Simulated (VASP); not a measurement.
A convergence study with VASP on MgO (rock salt): a few settings are varied, all else stays as given below, so the limit is that of these other settings.

```
MgO
1.0
    0.00000     2.10500     2.10500
    2.10500     0.00000     2.10500
    2.10500     2.10500     0.00000
Mg O
1 1
Direct
  0.00000   0.00000   0.00000
  0.50000   0.50000   0.50000
```

Method: HSE06 screened hybrid, VASP's PBE PAW potentials (set 64) (plane waves; VASP 6.6.1). The last row used: 520 eV cut-off, 4×4×4 Γ-centred mesh, Gaussian smearing of 0.050 eV, potentials Mg O.

Gaps are read on the run's mesh, which can miss a band edge.

```tsv
setting	E (eV/atom)	pressure (GPa)	gap on the mesh (eV)	electronic steps
ENCUT = 300, PRECFOCK = Fast	[?]	[?]	[?]	16
ENCUT = 400, PRECFOCK = Fast	[?]	[?]	6.503	16
ENCUT = 300, PRECFOCK = Normal	-7.2385	-38.21	6.457	16
ENCUT = 400, PRECFOCK = Normal	-7.1255	-6.11	6.503	16
ENCUT = 520, PRECFOCK = Normal	-7.1115	-1.34	6.492	16
ENCUT = 300, PRECFOCK = Accurate	-7.2386	-38.21	6.457	16
ENCUT = 400, PRECFOCK = Accurate	-7.1255	-6.11	6.503	16
ENCUT = 520, PRECFOCK = Accurate	-7.1115	-1.34	6.492	16
```

### Question
Fill in the missing entries.

### Answer

- ENCUT = 400, PRECFOCK = Fast, E (eV/atom): -7.1251
- ENCUT = 400, PRECFOCK = Fast, pressure (GPa): -6.14
- ENCUT = 300, PRECFOCK = Fast, E (eV/atom): -7.2340
- ENCUT = 300, PRECFOCK = Fast, pressure (GPa): -38.41
- ENCUT = 300, PRECFOCK = Fast, gap on the mesh (eV): 6.455

Left out are rungs that failed or repeat a setting and relaxations that didn't move; long series are thinned to 24 rows.

The compound is MgO in the rock salt structure. The cell was not relaxed at this level.
